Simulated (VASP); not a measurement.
Here is the system:

```
CELL_PARAMETERS angstrom
      1.55677    -2.69641     0.00000
      1.55677     2.69641     0.00000
      0.00000     0.00000     4.98280
ATOMIC_POSITIONS crystal
  Al 0.66667 0.33333 0.50001
  Al 0.33333 0.66667 0.00001
  N  0.66667 0.33333 0.88199
  N  0.33333 0.66667 0.38199
```

Level of theory: AM05 GGA, VASP's PBE PAW potentials (set 64) (plane waves; VASP). Run with 520 eV cut-off, Gaussian smearing of 0.050 eV, potentials Al N.

Q: What does the run give for the band gap (along the path) with the smallest direct gap where there is one?

A: 
| Property | Value |
|---|---|
| band gap (along the path) | 4.18 eV |
| smallest direct gap (along the path) | 4.18 eV |

The compound is AlN in the wurtzite structure. It was relaxed first.
